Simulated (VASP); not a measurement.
Consider the following.

```
GaSb
1.0
    0.00000     3.10968     3.10968
    3.10968     0.00000     3.10968
    3.10968     3.10968     0.00000
Ga Sb
1 1
Direct
  0.00000   0.00000   0.00000
  0.25000   0.25000   0.25000
```

All values below come from PBE GGA, VASP's PBE PAW potentials (set 64) (plane waves; VASP). Run with 520 eV cut-off, 7×7×7 Γ-centred mesh, Gaussian smearing of 0.050 eV, potentials Ga_d Sb.

Unless said otherwise, spin-orbit coupling is left out, though it shifts the bands of the heavy elements here.

Problem. What does the run give for the energy per atom (σ→0), band gap (on the k-mesh) with the smallest direct gap where there is one?

Solution. 
The band gap (on the k-mesh) is none (metal, semimetal or under 0.01 eV) and the energy per atom (σ→0) is -3.680 eV/atom.

Only differences to runs with the same potentials and settings are physical.

The compound is GaSb in the zinc blende structure. It was relaxed first, which changed the volume by +6 %.
